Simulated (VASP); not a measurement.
**SGeH2: single point with PBE**

Molecule: SGeH2, in a box.

```xyz
4
Lattice="11.0000 0.0000 0.0000 0.0000 12.0000 0.0000 0.0000 0.0000 11.0000" Properties=species:S:1:pos:R:3 pbc="T T T"
S     5.0916    4.8012    5.7413
Ge    4.6889    6.7075    4.8132
H     6.3158    4.9428    6.2740
H     6.0982    7.2958    5.1574
```

The cell isn't the ideal one: atoms moved at random, drawn with an rms of 0.05 Å.

```
Program                : VASP 6.6.1
Task                   : single point
Functional             : PBE
Potentials or basis    : VASP PAW PBE potentials, release 64 (S, Ge_d, H)
Cutoff                 : 520 eV
k mesh                 : 1 × 1 × 1
Occupations            : gaussian, width 0.01 eV
Spin                   : no spin polarisation
Further INCAR settings : ALGO = Fast; EDIFF = 1e-07; NBANDS = 19
```

- Largest force: 1.222 eV/Å
- Gap between the frontier levels: 2.82 eV

Forces in eV/Å, atoms in the order of the input:
```
S   -0.074 -1.126  0.467
Ge  -0.597  0.818 -0.627
H    0.230  0.073  0.026
H    0.441  0.235  0.133
```

Levels at points of the mesh, in eV from the valence-band top:
| k point | band 7 | band 8 | band 9 | band 10 | band 11 | band 12 | band 13 | band 14 | band 15 | band 16 |
| --- | --- | --- | --- | --- | --- | --- | --- | --- | --- | --- |
| (0.00, 0.00, 0.00) | -6.80 | -4.18 | -1.31 | -1.02 | 0.00 | 2.82 | 4.84 | 5.51 | 5.89 | 6.57 |

Run time: 2.1 min on 1 thread of Intel(R) Xeon(R) Platinum 8488C (Sapphire Rapids), on a shared host, peak memory 1.1 GiB.
